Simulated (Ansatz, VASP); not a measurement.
## C (Diamond): VASP beside Ansatz

Wanted: the spread between two codes on one cell, functional and k mesh. The two relaxations start from unlike cells of this crystal (the structure described is Ansatz's start), so only their ends are compared.

Method: plane waves, with VASP 6.6.1 beside it; relaxation of cell and atoms at PBE, in Ansatz 0.2.0.

### 1. The starting structure

The structure is cubic, space group Fd-3m (No. 227). The conventional cell has a = 3.532 Å, b = 3.532 Å, c = 3.532 Å, α = 90.00°, β = 90.00°, γ = 90.00°. Nearest to C lie 4 C at 1.53 Å.

### 2. Ansatz: relaxation of cell and atoms, PBE

Ansatz runs on its default PAW (the set named soft_2) files.

The relaxed volume is the usual yardstick between codes: in a stiff, nearly cubic crystal its relative difference is about their pressure difference at one cell divided by the bulk modulus.

input.yaml

```yaml
crystal:
  lattice:
    - [0.0, 1.7658688076, 1.7658688076]
    - [1.7658688076, 0.0, 1.7658688076]
    - [1.7658688076, 1.7658688076, 0.0]
  atoms:
    - { symbol: C, position: [0.0, 0.0, 0.0] }
    - { symbol: C, position: [0.25, 0.25, 0.25] }
kpoints:
  mp_grid: { grid: [12, 12, 12] }
hamiltonian:
  xc: pbe
scf:
  occupations: { method: fixed }
  lower_state_search: "off"
output:
  forces: true
  stress: true
  eigenvalues: true
  write_density: true
  write_potential: true
  elf: true
  volumetric_format: npy
relax:
  adjacent_minimum: "off"
  f_tol: 0.001
  max_steps: 60
  cell: { stress_tol: 0.01 }
```

The run is started by

```sh
$ ansatz run input.yaml --threads 8 --pin off --max-ram 16384MiB --backend cpu --events-out ev --progress --plain --runs-dir out
```

Numbers of over 12 decimals in the logs are rounded to 6 here.

What it wrote:

```text
Engine: ansatz 0.2.0, aarch64-unknown-linux-gnu
Pseudopotentials: kind: paw
Pseudopotential: C, paw, valence charge 4, recommended cutoff 420 eV (normal), C.paw.azcp
Functional definition: PBE
  parameter kappa = 0.804
  parameter beta = 0.066725
  exchange = pbe_x(kappa = kappa, mu = beta*pi^2/3)
  correlation = pbe_c(beta = beta)
Crystal: 2 atoms, lattice volume = 11.013 Å³
Basis set: ecut = 420 eV, 181 PW (Γ), exchange–correlation on 36×36×36 points (8 copies of the dense FFT grid, shifted against one another)
Bands: 8, of which v1, the nominal top of the filled ones, is band 4 counted from 1 (3 counted from 0)
Symmetry: 48 space group operations
Space group: Fd-3m (ITA 227), of the structure as read, at distance tolerance 2.2e-5 Å
k-points: 72 of 1728
Non-local potential: C, projectors of the file, l = 0: 2, l = 1: 2, l = 2: 1
PAW form: soft (Blöchl's): semilocal exchange-correlation on the pseudo side does not see the compensation charge
PAW one-centre angular grid: C, 110 points (default); XC on 64 Gauss nodes
Initial density: superposition of atomic densities (neutral atoms: chi_scale 0, normalization atom), corrected by the library's trained network
Initial wavefunctions: pseudopotential atomic-orbital guess
Functional: x = pbe(κ = 0.804, μ = 0.219515), c = pbe(β = 0.066725)
SCF iter   1: F=—  HF=-501.597771 eV  |F-HF|=—  |Δ(HF+E_count)|=         —  Δρ=1.86e-3  dr2=6.11e-5  ethr=1.77e-3  ⟨swp⟩=3.9  Hψ=3423  notcnv=0  defer=112
preconditioner: auto → none  [insulator: Δε(μ)=4.229 eV  Ē_g=20.070 eV  n_scr=0 (ndim 8)  ℏωp=31.6 eV  f_vac=0.000  ε∞_Penn≈3.5]
SCF iter   2: F=—  HF=-501.597911 eV  |F-HF|=—  |Δ(HF+E_count)|=   1.40e-4  Δρ=9.38e-4  dr2=1.43e-5  ethr=7.64e-7  ⟨swp⟩=2.0  Hψ=1521  notcnv=0  defer=129
SCF iter   3: F=—  HF=-501.597983 eV  |F-HF|=—  |Δ(HF+E_count)|=   7.24e-5  Δρ=8.74e-5  dr2=4.63e-7  ethr=1.78e-7  ⟨swp⟩=2.3  Hψ=928  notcnv=0  defer=143
iter 4 did not close the SCF: its close was put off for the readings that it lacked (scf_convergence_deferred on its scf_iter line)
SCF iter   4: F=-501.597984 eV  HF=-501.597984 eV  |F-HF|=4.70e-9  |Δ(HF+E_count)|=   9.41e-8  Δρ=2.48e-5  dr2=4.92e-8  ethr=5.78e-9  ⟨swp⟩=2.0  Hψ=863  notcnv=0  defer=142
iter 5 did not close the SCF: its close was put off for the readings that it lacked (scf_convergence_deferred on its scf_iter line)
SCF iter   5: F=-501.597984 eV  HF=-501.597984 eV  |F-HF|=3.71e-10  |Δ(HF+E_count)|=   1.42e-9  Δρ=1.45e-6  dr2=7.69e-11  ethr=6.15e-10  ⟨swp⟩=2.6  Hψ=850  notcnv=0  defer=142
SCF iter   6: F=-501.597984 eV  HF=-501.597984 eV  |F-HF|=2.50e-12  |Δ(HF+E_count)|=  4.28e-10  Δρ=3.09e-7  dr2=5.88e-12  ethr=1.00e-12  ⟨swp⟩=6.6  Hψ=3494  notcnv=0
SCF 1 converged in 6 iterations: F = -501.597984 eV  dr2 = 5.88e-12
  greatest PAW one-centre occupation: 0.649 electrons in one spin orbital (limit 2), on the C atom at site 1 (counted from 0), in its partial waves of l = 0
relax step   1: F+E_penalty+E_count = -501.59798351 eV  Δ(F+E_penalty+E_count) = +0.000e0 eV  max|allowed force component| = 1.850e-17 eV/Å  Δτ_max = 0.0000 Å  P = +15.502 GPa  Ω = 11.013 Å³  (6 SCF iters, dr2 threshold 1.00e-7 eV, accepted)
[...]
relax step   5: F+E_penalty+E_count = -501.61577353 eV  Δ(F+E_penalty+E_count) = -2.800e-3 eV  max|allowed force component| = 1.758e-16 eV/Å  Δτ_max = 0.0000 Å  P = +0.394 GPa  Ω = 11.380 Å³  stress off target by 3.94e-1 GPa  SCF on the basis re-selected at this cell (its energy is not comparable with the rows above)  (5 SCF iters)
[...]
relax step   6: F+E_penalty+E_count = -501.61572114 eV  Δ(F+E_penalty+E_count) = +5.239e-5 eV  max|allowed force component| = 1.527e-16 eV/Å  Δτ_max = 0.0000 Å  P = +0.008 GPa  Ω = 11.390 Å³  energy of the carried Pulay correction = -6.496e-5 eV  (3 SCF iters, dr2 threshold 2.00e-7 eV, accepted)
[...]
relax step   7: F+E_penalty+E_count = -501.61574399 eV  Δ(F+E_penalty+E_count) = -2.285e-5 eV  max|allowed force component| = 2.035e-16 eV/Å  Δτ_max = 0.0000 Å  P = +0.012 GPa  Ω = 11.390 Å³  stress off target by 1.17e-2 GPa  SCF on the basis re-selected at this cell (its energy is not comparable with the rows above)  (4 SCF iters)
[...]
relax step   8: F+E_penalty+E_count = -501.61574202 eV  Δ(F+E_penalty+E_count) = +1.964e-6 eV  max|allowed force component| = 2.220e-16 eV/Å  Δτ_max = 0.0000 Å  P = +0.000 GPa  Ω = 11.390 Å³  energy of the carried Pulay correction = -1.975e-6 eV  (3 SCF iters, dr2 threshold 3.42e-10 eV, accepted)
[...]
relax step   9: F+E_penalty+E_count = -501.61574202 eV  Δ(F+E_penalty+E_count) = -3.979e-13 eV  max|allowed force component| = 1.203e-16 eV/Å  Δτ_max = 0.0000 Å  P = +0.000 GPa  Ω = 11.390 Å³  stress off target by 1.01e-4 GPa  SCF on the basis re-selected at this cell (its energy is not comparable with the rows above)  (3 SCF iters)
basis re-selected at this cell: Δ(F+E_penalty+E_count) = -3.979e-13 eV, ΔP = +0.000 GPa vs the last step (what re-selecting the basis moved, of the pressure what is left beyond the Pulay correction that the steps carried, after the strain that the cell walked since its last selection, with what the two solves' SCF thresholds leave and, on support functions, any second-order correction that the steps lacked; it is no  [...]
SCF converged after 3 iterations
Free energy (F): -501.615742 eV
Harris-Foulkes:  -501.615742 eV  (|F-HF|=2.27e-13)
Internal energy: -501.615742 eV  (E = F + TS)
E sigma→0 (E₀):  -501.615742 eV
Fermi energy:    13.243176 eV
--- Per-component energies (eV) ---
  E_band       = 34.319230
  E_kinetic    = 184.255081
  E_local      = -122.697600  (includes V_loc(G=0)·N_el)
  E_nonlocal   = 53.267155
  E_hartree    = 26.825543
  E_xc         = -97.358436
  E_vxc        = -120.861217  (∫ρ·V_xc dr)
  E_paw        = -198.418913  (= ΣΔE_a)
  E_vpaw       = -13.295296  (= ΣTr[D̂ρ^β])
  E_aug_tail   = 0.000018  (compensation charges beyond the density's cutoff)
  E_ewald      = -347.488590
  E_smearing   = -0.000000  (= −TS)
  E_closure    = 0.000000  (closes the sum)
  Σ components = -501.615742   (vs F -501.615742, Δ=0.00e0)
--- Forces (eV/Å), atoms counted from 1 ---
  atom   1  C      0.00000000     0.00000000    -0.00000000
  atom   2  C     -0.00000000    -0.00000000     0.00000000
  max |Σ_I F_I| component: 5.55e-17 eV/Å
--- Stress (GPa, compression-positive) ---
        0.000101      -0.000000      -0.000000
       -0.000000       0.000101      -0.000000
       -0.000000      -0.000000       0.000101
  P = ⅓ Tr σ = 0.0001 GPa (0.001 kbar)
--- Band table (eV; the first three rows and the last of 72) ---
  k-point 0: bands = ["-8.1813", "13.2432", "13.2432", "13.2432", "18.8257", "18.8257", "18.8257", "26.4282"]
  k-point 1: bands = ["-7.9896", "12.0193", "12.9208", "12.9208", "19.2465", "19.2465", "19.5354", "26.5979"]
  k-point 2: bands = ["-7.4169", "9.4960", "12.2213", "12.2213", "20.1610", "20.1610", "20.6090", "27.0877"]
  k-point 71: bands = ["1.2883", "1.2883", "4.9510", "4.9510", "23.8477", "23.8477", "25.4941", "25.4941"]
--- Relaxed structure (6 steps of the walk, 6 accepted, 3 SCFs on fresh bases) ---
  F+E_penalty+E_count = -501.61574202 eV   max|allowed force component| = 1.203e-16 eV/Å   (the final SCF, on the basis selected at the relaxed cell)
  cell:  # Å, volume = 11.3901 Å³
    - [0, 1.785796, 1.785796]
    - [1.785796, 0, 1.785796]
    - [1.785796, 1.785796, 0]
  atoms:
    - { symbol: C, position: [0, 0, 0] }
    - { symbol: C, position: [0.25, 0.25, 0.25] }
```

Reading the cycles: dr2 is the Hartree energy of the density residual (eV), the measure of convergence; HF is the Harris–Foulkes estimate of the energy, which meets the free energy F at convergence.

### 3. VASP: relaxation of cell and atoms, PBE

Its own start cell and the same functional and mesh now go to VASP, with its own data sets.

Lines of VASP's logs that name or quote its potential files are left out, and so is its time.

INCAR

```
SYSTEM = C
PREC = Accurate
ENCUT = 600
EDIFF = 1E-07
NELM = 120
ISMEAR = 0
SIGMA = 0.01
LREAL = .FALSE.
ALGO = Normal
GGA = PE
NBANDS = 10
LORBIT = 11
LWAVE = .FALSE.
LCHARG = .FALSE.
ISIF = 3
IBRION = 2
NSW = 80
EDIFFG = -0.005
LASPH = .TRUE.
GGA_COMPAT = .FALSE.
NELMIN = 4
EFERMI = MIDGAP
```

POSCAR

```
C
1.0
    0.0000000000      1.7860934966      1.7860934966
    1.7860934966      0.0000000000      1.7860934966
    1.7860934966      1.7860934966      0.0000000000
C
2
Direct
    0.9999999292      0.9999999292      0.9999996460
    0.2499999292      0.2499999292      0.2499996460
```

KPOINTS

```
Automatic mesh
0
Gamma
12 12 12
0 0 0
```

The projector-augmented-wave data sets are C (PBE family, release 64).

The run is started by

```sh
$ mpirun -np 1 vasp_std
```

What it wrote:

```text
[banner, memory and clock lines left out]
running    1 mpi-ranks, on    1 nodes
 distrk:  each k-point on    1 cores,    1 groups
 distr:  one band on    1 cores,    1 groups

 POSCAR found type information on POSCAR C
 POSCAR found :  1 types and       2 ions
 LDA part: xc-table for (Slater+PW92), standard interpolation
 POSCAR, INCAR and KPOINTS ok, starting setup
 FFT: planning ... GRIDC
 FFT: planning ... GRID_SOFT
 FFT: planning ... GRID
 WAVECAR not read
 entering main loop
       N       E                     dE             d eps       ncg     rms          rms(c)
DAV:   1     0.365358628574E+01    0.36536E+01   -0.53483E+03  1464   0.894E+02
DAV:   2    -0.183622100509E+02   -0.22016E+02   -0.20617E+02  1924   0.134E+02
DAV:   3    -0.188183312737E+02   -0.45612E+00   -0.45470E+00  1686   0.163E+01
DAV:   4    -0.188192989660E+02   -0.96769E-03   -0.96764E-03  1606   0.875E-01
DAV:   5    -0.188193000691E+02   -0.11032E-05   -0.11031E-05  1592   0.294E-02    0.549E+00
DAV:   6    -0.183475148187E+02    0.47179E+00   -0.26287E-01  1500   0.384E+00    0.328E+00
DAV:   7    -0.181887269515E+02    0.15879E+00   -0.31822E-01  1564   0.429E+00    0.744E-01
DAV:   8    -0.181904560674E+02   -0.17291E-02   -0.77652E-03  1500   0.712E-01    0.431E-02
DAV:   9    -0.181904904169E+02   -0.34350E-04   -0.64498E-05  1774   0.689E-02    0.234E-02
DAV:  10    -0.181905103536E+02   -0.19937E-04   -0.15885E-05  1504   0.383E-02    0.495E-03
DAV:  11    -0.181905103883E+02   -0.34777E-07   -0.20397E-07  1856   0.444E-03
   1 F= -.18190510E+02 E0= -.18190510E+02  d E =-.181905E+02
 curvature:   0.00 expect dE= 0.000E+00 dE for cont linesearch  0.000E+00
 trial: gam= 0.00000 g(F)=  0.299E-41 g(S)=  0.187E-04 ort = 0.000E+00 (trialstep = 0.100E+01)
 search vector abs. value=  0.187E-04
 bond charge predicted
       N       E                     dE             d eps       ncg     rms          rms(c)
DAV:   1    -0.181905140573E+02   -0.37038E-05   -0.37396E-04  1540   0.170E-01    0.175E-02
DAV:   2    -0.181905099763E+02    0.40810E-05   -0.44488E-06  1548   0.181E-02    0.982E-03
DAV:   3    -0.181905085963E+02    0.13800E-05   -0.28211E-06  1530   0.123E-02    0.136E-03
DAV:   4    -0.181905086219E+02   -0.25556E-07   -0.35685E-08   804   0.182E-03
   2 F= -.18190509E+02 E0= -.18190509E+02  d E =0.176646E-05
 trial-energy change:    0.000002  1 .order    0.000002   -0.000019    0.000023
 step:   0.4633(harm=  0.4467)  dis= 0.00000  next Energy=   -18.190515 (dE=-0.438E-05)
 bond charge predicted
       N       E                     dE             d eps       ncg     rms          rms(c)
DAV:   1    -0.181905167684E+02   -0.81721E-05   -0.10722E-04  1534   0.911E-02    0.950E-03
DAV:   2    -0.181905155199E+02    0.12485E-05   -0.12713E-06  1536   0.971E-03    0.533E-03
DAV:   3    -0.181905148055E+02    0.71443E-06   -0.81606E-07  1530   0.663E-03    0.716E-04
DAV:   4    -0.181905147902E+02    0.15305E-07   -0.10319E-08   736   0.982E-04
   3 F= -.18190515E+02 E0= -.18190515E+02  d E =-.440185E-05
 curvature:  -0.22 expect dE=-0.372E-08 dE for cont linesearch -0.372E-08
 trial: gam= 0.00000 g(F)=  0.272E-42 g(S)=  0.167E-07 ort =-0.559E-06 (trialstep = 0.893E+00)
 search vector abs. value=  0.168E-07
 reached required accuracy - stopping structural energy minimisation
```

Parts of OUTCAR (step 3):

```text
ion  position               nearest neighbor table
   1  1.000  1.000  1.000-   2 1.55   2 1.55   2 1.55   2 1.55
   2  0.250  0.250  0.250-   1 1.55   1 1.55   1 1.55   1 1.55

  LATTYP: Found a face centered cubic cell.
 ALAT       =     3.5721869932

 Subroutine GETGRP returns: Found 48 space group operations
 (whereof 24 operations were pure point group operations)

The static configuration has the point symmetry T_d .
 The point group associated with its full space group is O_h .

 Found     72 irreducible k-points:

   k-points           NKPTS =     72   k-points in BZ     NKDIM =     72   number of bands    NBANDS=     10

   dimension x,y,z NGX =    20 NGY =   20 NGZ =   20
   dimension x,y,z NGXF=    40 NGYF=   40 NGZF=   40

   ENCUT  =  600.0 eV  44.10 Ry    6.64 a.u.   5.04  5.04  5.04*2*pi/ulx,y,z

   NELECT =       8.0000    total number of electrons

 k-points in reciprocal lattice and weights: Automatic mesh
   0.00000000  0.00000000  0.00000000       0.001
   0.08333333  0.00000000  0.00000000       0.005
   0.16666667  0.00000000  0.00000000       0.005
   0.25000000  0.00000000  0.00000000       0.005
   0.33333333  0.00000000  0.00000000       0.005
   0.41666667  0.00000000  0.00000000       0.005
   0.50000000  0.00000000  0.00000000       0.002
   0.08333333  0.08333333  0.00000000       0.003
   0.16666667  0.08333333  0.00000000       0.014
[...]
-0.33333333  0.50000000  0.16666667       0.007
  -0.25000000  0.50000000  0.25000000       0.003

 average (electrostatic) potential at core
       1 -45.4451       2 -45.4451

 E-fermi :  11.7424

 k-point     1 :       0.0000    0.0000    0.0000
  band No.  band energies     occupation
      1     -11.7521      2.00000
      2       9.6702      2.00000
      3       9.6702      2.00000
      4       9.6702      2.00000
      5      15.2493      0.00000
      6      15.2493      0.00000
      7      15.2493      0.00000
      8      22.9091      0.00000
      9      28.9138      0.00000
    ...

 k-point     2 :       0.0833    0.0000    0.0000
  band No.  band energies     occupation
      1     -11.5605      2.00000
      2       8.4480      2.00000
      3       9.3489      2.00000
      4       9.3489      2.00000
      5      15.6702      0.00000
      6      15.6702      0.00000
      7      15.9590      0.00000
      8      23.0766      0.00000
      9      29.2333      0.00000
    ...

 k-point     3 :       0.1667    0.0000    0.0000
  band No.  band energies     occupation
      1     -10.9875      2.00000
      2       5.9253      2.00000
      3       8.6513      2.00000
      4       8.6513      2.00000
      5      16.5854      0.00000
      6      16.5854      0.00000
      7      17.0379      0.00000
      8      23.5600      0.00000
      9      29.9018      0.00000
    ...

  Total        0.0004800      0.0004800      0.0004800     -0.0000000     -0.0000000      0.0000000
  in kB        0.0675275      0.0675275      0.0675275     -0.0000000     -0.0000000      0.0000000
  external PRESSURE =       0.0675275 kB  Pullay stress =       0.0000000 kB

  energy-cutoff  :      600.00
  volume of cell :       11.39
      direct lattice vectors                 reciprocal lattice vectors
     0.000000000  1.785772434  1.785772434    -0.279990883  0.279990883  0.279990883
     1.785772434  0.000000000  1.785772434     0.279990883 -0.279990883  0.279990883
     1.785772434  1.785772434  0.000000000     0.279990883  0.279990883 -0.279990883

 POSITION                                       TOTAL-FORCE (eV/Angst)
 -----------------------------------------------------------------------------------
      3.57154      3.57154      3.57154        -0.000000     -0.000000     -0.000000
      0.89289      0.89289      0.89289         0.000000      0.000000      0.000000
 -----------------------------------------------------------------------------------
    total drift:                                0.000165      0.000165     -0.000077

  FREE ENERGIE OF THE ION-ELECTRON SYSTEM (eV)
  ---------------------------------------------------
  free  energy   TOTEN  =       -18.1905147902 eV

  energy  without entropy=      -18.1905147902  energy(sigma->0) =      -18.19051479

 reached required accuracy - stopping structural energy minimisation

 total charge
# of ion       s       p       d       tot
------------------------------------------
    1        0.827   1.744   0.000   2.571
    2        0.827   1.744   0.000   2.571
--------------------------------------------------
tot          1.654   3.489   0.000   5.142

[... 3 further parts left out ...]
```

CONTCAR:

```
C
   1.00000000000000
     0.0000000000000000    1.7857724343891153    1.7857724343891153
     1.7857724343891153    0.0000000000000000    1.7857724343891153
     1.7857724343891153    1.7857724343891153    0.0000000000000000
  C
     2
Direct
     0.9999999292000012    0.9999999292000012    0.9999996459999991
     0.2499999292000012    0.2499999292000012    0.2499996459999991
```

### 4. Differences

Known differences besides the potentials themselves: fixed occupations in Ansatz, narrow Gaussian smearing in VASP; the cutoff is 420 eV in Ansatz and 600 eV in VASP; Ansatz adds a Pulay correction to the stress that steers its cell, VASP none. Total energies have different zeros and are not compared.

Compared:

| quantity | Ansatz | VASP | difference |
| --- | --- | --- | --- |
| volume (Å³) | 11.39 | 11.39 | +0.00 % |
| edge a after relaxation, in the typed setting (Å) | 2.526 | 2.526 | +0.00 % |

### 5. Summary of results

| Property | Result |
| --- | --- |
| difference in volume (relaxation of cell and atoms, PBE) | 0.0040 % |

The difference in volume is 0.0040 % (relaxation of cell and atoms, PBE), within the 1.2 % picked in this series as the mark of a large difference, as far as the stopping tolerances let one tell. How closely two codes agree says nothing of how well the functional describes the real material.

[Lines on the potential files, build, host, timing and source positions are cut from VASP's logs without a mark.]

[Logs are printed without paths, hosts, clocks, repeated set-up lines and the standing remarks that a program may print on its own settings, such as how far it seeks lower states.]

[Hosts, paths, dates, database ids (printed as entryN), source tags and the programs' standing remarks are cut or masked in the printed files.]
